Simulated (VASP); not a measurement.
These are PBEsol GGA, VASP's PBE PAW potentials (set 64) (plane waves; VASP) values and carry that method's errors.

Input for VASP

POSCAR:
```
LaO
1
   -0.0000000000     2.7954441830     2.7954441830
    2.7954441830     0.0000000000     2.7954441830
    2.7954441830     2.7954441830    -0.0000000000
La O
1 1
Direct
  0.0000000000   0.0000000000   0.0000000000
  0.2500000000   0.2500000000   0.2500000000
```

KPOINTS:
```
Automatic mesh
0
Gamma
10 10 10
0 0 0
```

INCAR:
```
! general
SYSTEM =LaO
PREC   =Accurate
ENCUT  =520
LREAL  =.False.   ! projection in real space or not
LASPH  =.True.

! electronic loop
EDIFF  =1E-6   ! SCF stop (eV)
NELM   =100   ! most electronic steps
ALGO   =Normal   ! blocked Davidson
LMAXMIX=6

! smearing
ISMEAR =1   ! Methfessel-Paxton
SIGMA  =0.1   ! width (eV)

! functional
GGA    =PS   ! PBEsol

! ions
IBRION =2   ! conjugate gradients
NSW    =60   ! most ionic steps
ISIF   =3
EDIFFG =-0.01   ! ionic stop

! output
LWAVE  =.False.
LCHARG =.False.
```

POTCAR, in this order: La O (PBE.64 set). Program: vasp_std.

Output

**OSZICAR**
```
       N       E                     dE             d eps       ncg     rms          rms(c)
DAV:   1     0.178929473910E+03    0.17893E+03   -0.63291E+03  1128   0.194E+03
DAV:   2     0.448773805184E+01   -0.17444E+03   -0.17120E+03  1776   0.293E+02
DAV:   3    -0.158441510173E+02   -0.20332E+02   -0.19902E+02  1612   0.146E+02
DAV:   4    -0.176380653735E+02   -0.17939E+01   -0.16188E+01  1868   0.299E+01
DAV:   5    -0.178048923006E+02   -0.16683E+00   -0.16207E+00  1964   0.923E+00    0.850E+00
DAV:   6    -0.159863652909E+02    0.18185E+01   -0.18709E+01  1872   0.304E+01    0.528E+00
DAV:   7    -0.157512265999E+02    0.23514E+00   -0.18224E+00  1912   0.134E+01    0.204E+00
DAV:   8    -0.157250858520E+02    0.26141E-01   -0.22600E-01  1808   0.516E+00    0.525E-01
DAV:   9    -0.157221164590E+02    0.29694E-02   -0.37671E-02  1960   0.222E+00    0.218E-01
DAV:  10    -0.157224170103E+02   -0.30055E-03   -0.36060E-03  1776   0.631E-01    0.551E-02
DAV:  11    -0.157225772316E+02   -0.16022E-03   -0.88196E-04  2048   0.321E-01    0.268E-02
DAV:  12    -0.157225863857E+02   -0.91542E-05   -0.89191E-05  1856   0.959E-02    0.166E-02
DAV:  13    -0.157226041557E+02   -0.17770E-04   -0.13436E-04  1764   0.981E-02    0.827E-03
DAV:  14    -0.157226052626E+02   -0.11069E-05   -0.29453E-05  1992   0.434E-02    0.601E-03
DAV:  15    -0.157226051283E+02    0.13429E-06   -0.12964E-05  1532   0.359E-02    0.184E-03
DAV:  16    -0.157226052981E+02   -0.16982E-06   -0.11257E-06   920   0.162E-02
   1 F= -.15722605E+02 E0= -.15721784E+02  d E =-.157226E+02
```

File OUTCAR:
```
------------------------ aborting loop because EDIFF is reached ----------------------------------------
  FORCE on cell =-STRESS in cart. coord.  units (eV):
  Direction    XX          YY          ZZ          XY          YZ          ZX
  --------------------------------------------------------------------------------------
  Total       -0.0024266     -0.0024266     -0.0024266      0.0000000      0.0000000      0.0000000
  in kB       -0.0889860     -0.0889860     -0.0889860      0.0000000      0.0000000      0.0000000
  external PRESSURE =      -0.0889860 kB  Pullay stress =       0.0000000 kB
  volume of cell :       43.69
      direct lattice vectors                 reciprocal lattice vectors
     0.000000000  2.795444183  2.795444183    -0.178862452  0.178862452  0.178862452
     2.795444183  0.000000000  2.795444183     0.178862452 -0.178862452  0.178862452
     2.795444183  2.795444183  0.000000000     0.178862452  0.178862452 -0.178862452
 POSITION                                       TOTAL-FORCE (eV/Angst)
 -----------------------------------------------------------------------------------
      0.00000      0.00000      0.00000         0.000000      0.000000      0.000000
      1.39772      1.39772      1.39772        -0.000000     -0.000000     -0.000000
 -----------------------------------------------------------------------------------
    total drift:                                0.000000      0.000000      0.000000
  FREE ENERGIE OF THE ION-ELECTRON SYSTEM (eV)
  ---------------------------------------------------
  free  energy   TOTEN  =       -15.7226052981 eV

  energy  without entropy=      -15.7201423255  energy(sigma->0) =      -15.72178431

 reached required accuracy - stopping structural energy minimisation
```
(Selected blocks of OUTCAR.)

The structure was generated: LaO was put into the zinc blende type (F-43m), which need not be its known phase. It was relaxed first, which changed the volume by -30 %. The start is the result of an earlier pass. The electron count is odd and the run is not spin-polarised, which forces a metal.
